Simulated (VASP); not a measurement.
# ZnGaP (P-6m2) in VASP: settings compared, part 2 of 2

VASP 6.6.1. Earlier steps stand in the parts before.

### Step 5. Relaxation of cell and atoms, PBEsol+D4

File INCAR:

```
SYSTEM = ZnGaP
PREC = Accurate
ENCUT = 600
EDIFF = 1E-6
ISMEAR = -1
SIGMA = 0.05
LREAL = .FALSE.
LASPH = .TRUE.
NELM = 100
ALGO = Fast
ISIF = 3
LWAVE = .FALSE.
LCHARG = .FALSE.
GGA = PS
IVDW = 13
IBRION = 2
NSW = 60
EDIFFG = -0.01
```

File KPOINTS:

```
regular mesh
0
G
  8 8 6
  0 0 0
```

File POSCAR:

```
ZnGaP
1.0
    4.0159400000      0.0000000000      0.0000000000
   -2.0079700000      3.4779100000      0.0000000000
    0.0000000000      0.0000000000      4.4042000000
Zn Ga P
1 1 1
Direct
    0.0000000000      0.0000000000      0.5000000000
    0.6666700000      0.3333300000      0.0000000000
    0.3333300000      0.6666700000      0.5000000000
```

Potentials or basis: VASP PAW PBE potentials, release 64 (Zn, Ga_d, P).

On the command line:

```
$ cat potpaw_PBE.64/Zn/POTCAR potpaw_PBE.64/Ga_d/POTCAR potpaw_PBE.64/P/POTCAR > POTCAR
$ mpirun -np 1 vasp_std > vasp.out
```

OUTCAR:

```text
SYSTEM = ZnGaP
   PREC = Accurate
   ENCUT = 600
   EDIFF = 1E-6
   ISMEAR = -1
   LREAL = .FALSE.
   LASPH = .TRUE.
   NELM = 100
   ISIF = 3
   GGA = PS
   IVDW = 13
   IBRION = 2
   NSW = 60
   EDIFFG = -0.01

 ion  position               nearest neighbor table
   1  0.000  0.000  0.500-   3 2.32   3 2.32   3 2.32
   2  0.667  0.333  0.000-
   3  0.333  0.667  0.500-   1 2.32   1 2.32   1 2.32

  LATTYP: Found a hexagonal cell.
 ALAT       =     4.0159400000
 C/A-ratio  =     1.0966797313

  Lattice vectors:

 A1 = (   4.0159400000,   0.0000000000,   0.0000000000)
 A2 = (  -2.0079700000,   3.4779100000,   0.0000000000)
 A3 = (   0.0000000000,   0.0000000000,   4.4042000000)

Analysis of symmetry for initial positions (statically):
=====================================================================
 Subroutine PRICEL returns:
 Original cell was already a primitive cell.

 Routine SETGRP: Setting up the symmetry group for a
 hexagonal supercell.

 Subroutine GETGRP returns: Found  4 space group operations
 (whereof  4 operations were pure point group operations)
 out of a pool of 24 trial point group operations.

The static configuration has the point symmetry C_2v.

Analysis of symmetry for dynamics (positions and initial velocities):
=====================================================================
 Subroutine PRICEL returns:
 Original cell was already a primitive cell.

 Routine SETGRP: Setting up the symmetry group for a
 hexagonal supercell.

 Subroutine GETGRP returns: Found  4 space group operations
 (whereof  4 operations were pure point group operations)
 out of a pool of 24 trial point group operations.

The dynamic configuration has the point symmetry C_2v.

 Subroutine INISYM returns: Found  4 space group operations
 (whereof  4 operations are pure point group operations),
 and found     1 'primitive' translations

----------------------------------------------------------------------------------------

                                     Primitive cell
[... 106 lines left out ...]
   EMIN   =  10.00;   EMAX   =-10.00  energy-range for DOS
   EFERMI =   0.00;   METHOD = LEGACY
   ISMEAR =    -1;   SIGMA  =   0.05  broadening in eV -4-tet -1-fermi 0-gaus
   EFERMI_NEDOS =   21; number of points for ismear=-14 and -15
   IALGO  =     68    algorithm
   IMIX   =      4    mixing-type and parameters
     AMIX     =   0.40;   BMIX     =  1.00
     AMIX_MAG =   1.60;   BMIX_MAG =  1.00
  volume/ion in A,a.u.               =      20.50       138.37
  Fermi-wavevector in a.u.,A,eV,Ry     =   1.288619  2.435136 22.592989  1.660538
  Thomas-Fermi vector in A             =   2.420561
   LORBIT       =      0    0 simple, 1 ext, 2 COOP (PROOUT), +10 PAW based schemes
   GGA     = PS    functional components
   LHFCALC =     F    Hartree Fock is set to
   AEXX    =    0.0000 exact exchange contribution
   IVDW    =    13    specifies the selected vdW correction
   LEPSILON=     F    determine dielectric tensor
   LRPA    =     F    only Hartree local field effects (RPA)
 conjugate gradient relaxation of ions
 non-spin polarized calculation
 RMM-DIIS sequential band-by-band and
  energy-cutoff  :      600.00
  volume of cell :       61.51
 maximum number of plane-waves:      2070
   NGX = 17   NGY = 17   NGZ = 17

--------------------------------------- Ionic step        1  -------------------------------------------

 number of electron      29.9999995 magnetization

 Free energy of the ion-electron system (eV)
  ---------------------------------------------------
  ext. energy  EPLUGINS =         0.00000000
  ---------------------------------------------------
  free energy    TOTEN  =       -10.40013730 eV

  energy without entropy =      -10.39549986  energy(sigma->0) =      -10.39781858

------------------------ aborting loop because EDIFF is reached ----------------------------------------

  DFT-D4 for vdW energy calculation

  Edisp (eV):   -0.60178
[... 278 lines left out ...]
--------------------------------------- Ionic step        8  -------------------------------------------

 number of electron      29.9999988 magnetization

 E-fermi :   4.5044     XC(G=0): -10.6577

 val. band max:        4.4462599191   @ k =  -0.1250   0.2500   0.5000
 cond. band min:       4.6764799005   @ k =   0.1250   0.1250   0.3333
 fundamental gap:      0.2302199814
 Fermi energy:         4.5044200135

 k-point     1 :       0.0000    0.0000    0.0000
  band No.  band energies     occupation
      1     -10.1269      2.00000
      2     -10.0963      2.00000
      3     -10.0963      2.00000
      4     -10.0914      2.00000
      5     -10.0914      2.00000
      6      -7.9986      2.00000
[... 559 lines left out ...]
--------------------------------------- Ionic step        9  -------------------------------------------

 number of electron      29.9999989 magnetization

 Free energy of the ion-electron system (eV)
  ---------------------------------------------------
  ext. energy  EPLUGINS =         0.00000000
  ---------------------------------------------------
  free energy    TOTEN  =       -10.43291600 eV

  energy without entropy =      -10.42979478  energy(sigma->0) =      -10.43135539

 E-fermi :   4.5234     XC(G=0): -10.6676

 val. band max:        4.4680955356   @ k =  -0.1250   0.2500   0.5000
 cond. band min:       4.6991279280   @ k =   0.1250   0.1250   0.3333
 fundamental gap:      0.2310323924
 Fermi energy:         4.5234293689

 k-point     1 :       0.0000    0.0000    0.0000
  band No.  band energies     occupation
      1     -10.1082      2.00000
      2     -10.0772      2.00000
      3     -10.0772      2.00000
      4     -10.0724      2.00000
      5     -10.0724      2.00000
      6      -7.9955      2.00000
[... 553 lines left out ...]
  FREE ENERGIE OF THE ION-ELECTRON SYSTEM (eV)
  ---------------------------------------------------
  free  energy   TOTEN  =       -11.0991303637 eV

  energy  without entropy=      -11.0960091492  energy(sigma->0) =      -11.09756976

 reached required accuracy - stopping structural energy minimisation
```

OSZICAR:

```text
N       E                     dE             d eps       ncg     rms          rms(c)
DAV:   1     0.171275988356E+03    0.17128E+03   -0.16262E+04  3192   0.252E+03
[... 86 lines left out ...]
       N       E                     dE             d eps       ncg     rms          rms(c)
DAV:   1    -0.104344078758E+02   -0.24293E-03   -0.20948E-02  3684   0.278E+00    0.259E-01
RMM:   2    -0.104331515792E+02    0.12563E-02   -0.43290E-03  3337   0.889E-01    0.101E-01
RMM:   3    -0.104329752019E+02    0.17638E-03   -0.28644E-04  3418   0.211E-01    0.498E-02
RMM:   4    -0.104329191758E+02    0.56026E-04   -0.82603E-05  3613   0.826E-02    0.113E-02
RMM:   5    -0.104329158954E+02    0.32804E-05   -0.17016E-05  3354   0.456E-02    0.454E-03
RMM:   6    -0.104329159953E+02   -0.99913E-07   -0.32002E-06  2161   0.196E-02
   9 F= -.11099130E+02 E0= -.11097570E+02  d E =-.281855E-03
```

CONTCAR:

```text
ZnGaP
   1.00000000000000
     3.9381293410071185   -0.0000172365645640    0.0000000000000000
    -1.9690795978230047    3.4105151360633430    0.0000000000000000
     0.0000000000000000    0.0000000000000000    4.1134206250643572
  Zn              Ga              P
     1     1     1
Direct
     0.9999989385611661    0.0000010614388729    0.5000000000000000
     0.6666699765341780    0.3333300234658246    0.0000000000000000
     0.3333310849046560    0.6666689150953025    0.5000000000000000

  0.00000000E+00  0.00000000E+00  0.00000000E+00
  0.00000000E+00  0.00000000E+00  0.00000000E+00
  0.00000000E+00  0.00000000E+00  0.00000000E+00
```

It took 4 min on 1 thread of Intel Xeon 6975P-C (Granite Rapids), shared host; peak memory 0.29 GiB.

What came out:

```yaml
Free_energy: -11.0991 eV
Relaxed_volume: 18.42 Å³/atom
Relaxed_cell: a = 3.938 Å, b = 3.938 Å, c = 4.113 Å, α = 90.00°, β = 90.00°, γ = 120.00°
Space_group_after_relaxing_to_0.05_Å: P-6m2 (No. 187)
Energy_gained_by_relaxing: 32.4 meV/atom
Ionic_steps: 9
Pressure_after_relaxing: 0.0 GPa
Band_gap_on_the_k_mesh: none (metal or under the smearing width)
Dispersion_energy_per_atom: -0.222 eV
```

The path:
```
step  energy change (eV)  largest force (eV/Å)  pressure (GPa)  volume (Å³)
   1              0.0000                0.0002           -4.49        61.51
   2             -0.0747                0.0001            0.07        56.54
   3             -0.0748                0.0001           -0.11        56.67
   4             -0.0889                0.0000           -0.02        56.00
   5             -0.0968                0.0001            0.36        54.83
   6             -0.0969                0.0001            0.39        54.92
   7             -0.0969                0.0001            0.28        54.99
   8             -0.0971                0.0001           -0.10        55.36
   9             -0.0972                0.0000           -0.01        55.25
```

Final structure:
```yaml
crystal:
  lattice:
    - [3.93813, -0.00002, 0.00000]
    - [-1.96908, 3.41052, 0.00000]
    - [0.00000, 0.00000, 4.11342]
  atoms:
    - { symbol: Zn, position: [0.00000, 0.00000, 0.50000] }
    - { symbol: Ga, position: [0.66667, 0.33333, 0.00000] }
    - { symbol: P, position: [0.33333, 0.66667, 0.50000] }
```

Levels at points of the mesh, in eV from the Fermi level:
| k point | band 11 | band 12 | band 13 | band 14 | band 15 | band 16 | band 17 | band 18 | band 19 |
| --- | --- | --- | --- | --- | --- | --- | --- | --- | --- |
| (0.00, 0.00, 0.00) | -7.48 | -3.52 | -3.01 | -0.80 | -0.80 | 2.14 | 2.14 | 2.19 | 5.50 |
| (0.50, 0.00, 0.00) | -7.49 | -7.01 | -3.07 | -2.32 | -0.74 | 1.73 | 1.78 | 2.75 | 5.26 |
| (0.50, 0.50, 0.00) | -7.49 | -7.01 | -3.07 | -2.32 | -0.74 | 1.73 | 1.78 | 2.75 | 5.26 |
| (0.00, 0.00, 0.50) | -7.50 | -7.29 | -0.55 | -0.55 | 1.11 | 1.99 | 4.16 | 4.16 | 4.28 |
| (0.50, 0.00, 0.50) | -7.33 | -5.95 | -4.71 | -3.74 | -2.34 | 0.94 | 2.00 | 2.44 | 7.70 |
| (0.50, 0.50, 0.50) | -7.33 | -5.95 | -4.71 | -3.74 | -2.34 | 0.94 | 2.00 | 2.44 | 7.70 |

Caveat: the PAW data sets were made with another functional, which shifts forces and pressure a little; pairwise dispersion overbinds metals, which lowers pressure and volume.

### Step 6. Overview

| level | gap on the mesh (eV) | pressure (GPa) | relaxed volume (Å³/atom) |
| --- | --- | --- | --- |
| PBEsol | none | 0.0 | 19.05 |
| PBEsol+D3 | none | 0.0 | 18.60 |
| PBEsol+D3(BJ) | none | 0.0 | 18.06 |
| PBEsol+D4 | none | 0.0 | 18.42 |

Alike in all rows: task relaxation of cell and atoms; potentials or basis VASP PAW PBE potentials, release 64 (Zn, Ga_d, P); no spin polarisation; cell relaxed; k mesh 8 × 8 × 6; cutoff (eV) 600; smearing fermi-dirac 0.05 eV.

Caveats: the PAW data sets were made with another functional, which shifts forces and pressure a little; pairwise dispersion overbinds metals, which lowers pressure and volume (some runs).

Total energies depend on the potentials used, so only differences within one code and one set of settings carry meaning.
